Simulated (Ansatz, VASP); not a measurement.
# Cross-check of Te (Tellurium) between VASP and Ansatz

Wanted: the spread between two codes on one cell, functional and k mesh. The cell is taken from a series of runs on this material, whose earlier steps may have relaxed, scaled, displaced or heated it; both programs get it as it stands.

Program: Ansatz 0.2.0. Level of theory: plane waves, with VASP 6.6.1 beside it; zone-centre phonons at PBEsol. Results are calculated unless marked as measured.

## (1) Starting point

The structure is trigonal, space group P3_121 (No. 152). The conventional cell has a = 4.446 Å, b = 4.446 Å, c = 5.952 Å, α = 90.00°, β = 90.00°, γ = 120.00°. Te has 2 Te at 2.89 Å nearest.

## (2) Ansatz: zone-centre phonons, PBEsol

Ansatz runs on its PAW soft_1 files.

Second derivatives magnify differences that forces hide, and they need a tight electronic threshold.

Contents of input.yaml:

```yaml
crystal:
  lattice:
    - [4.4463726445, 0.0, 0.0]
    - [-2.2231863223, 3.8506716649, 0.0]
    - [0.0, 0.0, 5.952451311]
  atoms:
    - { symbol: Te, position: [0.2727799879, 0.0, 0.3333333333] }
    - { symbol: Te, position: [0.0, 0.2727799879, 0.6666666667] }
    - { symbol: Te, position: [0.7272200121, 0.7272200121, 0.0] }
kpoints:
  mp_grid: { grid: [12, 12, 8] }
hamiltonian:
  xc: pbesol
  pseudopotentials: { kind: paw, azcp: { folder: soft_1 }, xc_functional: pbe }
scf:
  occupations: { method: methfessel_paxton, width: 0.2 }
output:
  eigenvalues: true
phonons:
  method: dfpt
```

On the command line:

```bash
ansatz run input.yaml --threads 4 --pin off --max-ram 10240MiB --backend cpu --events-out ev --progress --plain --runs-dir out
```

Numbers of over 12 decimals in the logs are rounded to 6 here.

The log of the run:

```text
zone centre: on kpoints.mp_grid the ground state, and the responses unless they are solved on pairs of k-points, stand on 320 of the mesh's 1152 k-points, reduced under 2 symmetry operations, with k and −k counted as one. Each operation leaves every solved displacement unchanged or reverses it
Engine: ansatz 0.2.0, aarch64-unknown-linux-gnu
Pseudopotentials: kind: paw
Pseudopotential: Te, paw, valence charge 16, recommended cutoff 420 eV (normal), soft_1/Te.paw.azcp
Functional definition: PBEsol
  exchange = pbesol_x
  correlation = pbesol_c
Crystal: 3 atoms, lattice volume = 101.915 Å³
Basis set: ecut = 420 eV, 1993 PW (Γ), exchange–correlation on 60×60×96 points (8 copies of the dense FFT grid, shifted against one another)
Bands: 29, of which v1, the nominal top of the filled ones, is band 24 counted from 1 (23 counted from 0)
Symmetry: 6 space group operations
k-points: 320 of 1152 (irreducible under 2 space group operations, time reversal used)
Non-local potential: Te, projectors of the file, l = 0: 2, l = 1: 2, l = 2: 2, l = 3: 1
PAW form: soft (Blöchl's): semilocal exchange-correlation on the pseudo side does not see the compensation charge
PAW frozen core: Te, regenerated for the run's functional, and the local potential with it (the file was generated under x = pbe(κ = 0.804, μ = 0.219515), c = pbe(β = 0.066725))
PAW one-centre angular grid: Te, 590 points (default); XC on 64 Gauss nodes
Initial density: superposition of atomic densities (chi_scale 0.1, normalization cell)
Initial wavefunctions: pseudopotential atomic-orbital guess
Functional: x = pbesol(κ = 0.804, μ = 0.123457), c = pbesol(β = 0.046)
SCF iter   1: F=—  HF=-20704.807324 eV  |F-HF|=—  |Δ(HF+E_count)|=         —  Δρ=1.51e-2  dr2=1.73e-1  ethr=3.10e-3  ⟨swp⟩=8.5  Hψ=45765  notcnv=0
preconditioner: auto → Resta (q_TF=auto, 2.407 Å⁻¹)  ε∞=4.3  [insulator: Δε(μ)=0.249 eV  Ē_g=8.576 eV  σ=0.200 eV  W_gap=0.59  n_scr=22 (ndim 8)  ℏωp=15.6 eV  f_vac=0.011  D(μ)=-0.04/eV (n_scr^D=0)  ε∞_Penn≈4.3]
SCF iter   2: F=—  HF=-20704.781474 eV  |F-HF|=—  |Δ(HF+E_count)|=   2.58e-2  S|Δr|=    0.00e0  Δρ=8.67e-3  dr2=5.58e-2  ethr=3.61e-4  ⟨swp⟩=1.0  Hψ=11843  notcnv=0
SCF iter   3: F=—  HF=-20704.772124 eV  |F-HF|=—  |Δ(HF+E_count)|=   9.35e-3  S|Δr|=    0.00e0  Δρ=7.02e-4  dr2=3.91e-4  ethr=1.16e-4  ⟨swp⟩=2.3  Hψ=13086  notcnv=0
SCF iter   4: F=—  HF=-20704.772283 eV  |F-HF|=—  |Δ(HF+E_count)|=   1.59e-4  S|Δr|=    0.00e0  Δρ=2.24e-4  dr2=4.47e-5  ethr=8.14e-7  ⟨swp⟩=2.0  Hψ=16988  notcnv=0
SCF iter   5: F=—  HF=-20704.772304 eV  |F-HF|=—  |Δ(HF+E_count)|=   2.16e-5  S|Δr|=    0.00e0  Δρ=7.72e-5  dr2=7.39e-6  ethr=9.31e-8  ⟨swp⟩=2.0  Hψ=17136  notcnv=0
SCF iter   6: F=—  HF=-20704.772310 eV  |F-HF|=—  |Δ(HF+E_count)|=   5.33e-6  S|Δr|=    0.00e0  Δρ=1.67e-5  dr2=4.18e-7  ethr=1.54e-8  ⟨swp⟩=2.0  Hψ=12396  notcnv=0
SCF iter   7: F=—  HF=-20704.772309 eV  |F-HF|=—  |Δ(HF+E_count)|=   4.11e-7  S|Δr|=    0.00e0  Δρ=2.85e-6  dr2=9.01e-9  ethr=8.71e-10  ⟨swp⟩=2.0  Hψ=12390  notcnv=0
SCF iter   8: F=—  HF=-20704.772309 eV  |F-HF|=—  |Δ(HF+E_count)|=   1.36e-8  S|Δr|=    0.00e0  Δρ=7.51e-7  dr2=4.67e-10  ethr=1.88e-11  ⟨swp⟩=3.0  Hψ=17729  notcnv=0
SCF iter   9: F=—  HF=-20704.772309 eV  |F-HF|=—  |Δ(HF+E_count)|=  3.17e-10  S|Δr|=    0.00e0  Δρ=1.87e-7  dr2=2.75e-11  ethr=1.00e-12  ⟨swp⟩=2.0  Hψ=17007  notcnv=0
SCF iter  10: F=-20704.772309 eV  HF=-20704.772309 eV  |F-HF|=3.64e-12  |Δ(HF+E_count)|=  1.82e-11  S|Δr|=    0.00e0  Δρ=5.31e-8  dr2=1.88e-12  ethr=1.00e-12  ⟨swp⟩=9.2  Hψ=49230  notcnv=0
SCF 1 converged in 10 iterations: F = -20704.772309 eV  dr2 = 1.88e-12
  greatest PAW one-centre occupation: 0.998 electrons in one spin orbital (limit 2), on the Te atom at site 1 (counted from 0), in its partial waves of l = 2
DFPT response loops at Γ: preconditioner auto → Kerker (q_TF=auto, 2.407 Å⁻¹) (partly filled bands, converged f_vac=0.019); β = 1.00, the filter's whole step (`scf.mixing.beta` (0.50) is not read by the response loops under this deck's `scf.mixing.preconditioner`; to damp them name `kerker` or `kerker_dos`, under which they read `scf.mixing.beta`, and type it under 1.00, their step now; both keys bind the ground state too); Broyden in place of MSR1
SCF converged after 10 iterations
Stability not checked: this state was not tested for a lower state beside it, because cold or Methfessel-Paxton smearing, or corrected tetrahedra, fill the levels in a way that the test cannot read (fill_not_monotonic; see scf.lower_state_search)
Free energy (F): -20704.772309 eV
Harris-Foulkes:  -20704.772309 eV  (|F-HF|=3.64e-12)
Internal energy: -20704.774827 eV  (E = F + TS)
E sigma→0 (E₀):  -20704.772939 eV
Entropy (-TS):   0.002518 eV (0.839 meV/atom)
Fermi energy:    8.782003 eV
Step filling:    the computed levels leave a gap of 0.1241 eV = 0.6 smearing widths at the electron count; against every level under it full and every level over it empty, smearing changes F+E_penalty+E_count by +0.237 meV and its σ→0 estimate by -0.393 meV
--- Per-component energies (eV) ---
  E_band       = -803.792897
  E_kinetic    = 515.244558
  E_local      = -4918.618533  (includes V_loc(G=0)·N_el)
  E_nonlocal   = 200.661203
  E_hartree    = 2440.759544
  E_xc         = -365.024460
  E_vxc        = -305.978968  (∫ρ·V_xc dr)
  E_paw        = -13773.751135  (= ΣΔE_a)
  E_vpaw       = -1176.620461  (= ΣTr[D̂ρ^β])
  E_aug_tail   = 0.000255  (compensation charges beyond the density's cutoff)
  E_ewald      = -4805.170694
  E_core_change = 1.124434  (= ΣΔE_core)
  E_smearing   = 0.002518  (= −TS)
  E_closure    = -0.000000  (closes the sum)
  Σ components = -20704.772309   (vs F -20704.772309, Δ=0.00e0)
--- Band table (eV; the first three rows and the last of 320) ---
  k-point 0: bands = [... 20 lower, 5.9005, 6.9305, 6.9305, 7.7119, 9.5890, 9.5890, 10.1801, 13.5431, ... 1 higher]
  k-point 1: bands = [... 20 lower, 6.0893, 6.9894, 6.9996, 7.7154, 9.4671, 9.5009, 10.0140, 13.2424, ... 1 higher]
  k-point 2: bands = [... 20 lower, 6.1316, 7.1329, 7.1849, 7.7218, 9.2171, 9.2917, 9.6327, 12.9043, ... 1 higher]
  k-point 319: bands = [... 20 lower, 4.1886, 7.2486, 7.6301, 8.2455, 9.3425, 10.2912, 10.2997, 13.5992, ... 1 higher]
--- Phonons (Γ-DFPT): 3 representative perturbations + reference, on 320 of 1152 k-points (Σ response iterations 9) ---
  k mesh reduced under 2 symmetry operations, with k and −k counted as one. Each operation leaves every solved displacement unchanged or reverses it
  ASR residual: 3.901e-5 → 0.000e0 eV/Å²; symmetrization residual: 2.654e-6 eV/Å²
  ASR residual per site (eV/Å²): 3.90e-5 3.75e-5 3.75e-5
  Γ frequencies (cm⁻¹): 0.00 0.00 0.00 81.24 81.24 85.44 104.20 127.89 127.89
  non-analytic LO–TO correction: not included (Born effective charges unavailable; polar crystals: no LO–TO splitting at Γ)
```

The column dr2 measures how far the density is from self-consistency, as an energy; F and HF (Harris–Foulkes) agree once it is small.

(Part 1 of 2 ends here.)

[Lines on the potential files, build, host, timing and source positions are cut from VASP's logs without a mark.]

[Logs are printed without paths, hosts, clocks, repeated set-up lines and the standing remarks that a program may print on its own settings, such as how far it seeks lower states.]

[Hosts, paths, dates, database ids (printed as entryN), source tags and the programs' standing remarks are cut or masked in the printed files.]
